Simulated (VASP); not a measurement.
Write the native input for VASP 6.6.1 that does the following.

- Task: single point
- Functional: PBE
- Potentials or basis: VASP PAW PBE potentials, release 64 (Si, Cl)
- Cutoff: 520 eV
- k mesh: 6 × 6 × 6
- Occupations: fermi-dirac, width 0.05 eV
- Spin: no spin polarisation
- Further INCAR settings: ALGO = Normal; EDIFF = 1e-07; NBANDS = 20

The structure of Si4Cl lies in POSCAR:

```
Si4Cl
1.0
    4.6343700000      0.0000000000      0.0000000000
    0.0000000000      4.6343700000      0.0000000000
    0.0000000000      0.0000000000      4.6343700000
Si Cl
4 1
Direct
    0.2935240000      0.2973390000      0.3058200000
    0.6891410000      0.7112650000      0.2953900000
    0.6931530000      0.3015590000      0.7069870000
    0.3047610000      0.7004600000      0.6971170000
   -0.0066800000     -0.0016420000     -0.0023920000
```

The cell was built by a generator and needn't be a form met in nature.

The cell isn't the ideal one: atoms moved at random, drawn with an rms of 0.05 Å.

One way to write it, as run:

INCAR

```
PREC = Accurate
ENCUT = 520
EDIFF = 1E-7
ISMEAR = -1
SIGMA = 0.05
LREAL = F
LASPH = T
NELM = 60
ALGO = Normal
ISIF = 2
LWAVE = F
LCHARG = T
GGA = PE
LELF = T
LVHAR = T
NBANDS = 20
```

KPOINTS

```
regular mesh
0
Gamma
  6 6 6
```

Potentials or basis: VASP PAW PBE potentials, release 64 (Si, Cl).

Run with:

```console
$ cat potpaw_PBE.64/Si/POTCAR potpaw_PBE.64/Cl/POTCAR > POTCAR
$ mpirun -np 1 vasp_std > vasp.out
```

It gave:

```json
{
  "Pressure": "-0.3 GPa",
  "Largest force": "0.536 eV/Å",
  "Band gap on the k mesh": "none (metal or under the smearing width)"
}
```

Caveat: an odd number of electrons without spin polarisation forces a metal; a magnetic or distorted state may lie lower.

Wall time 2.3 min on 1 thread of Intel(R) Xeon(R) Platinum 8559C (Emerald Rapids), with other jobs on the host, peak memory 0.31 GiB.
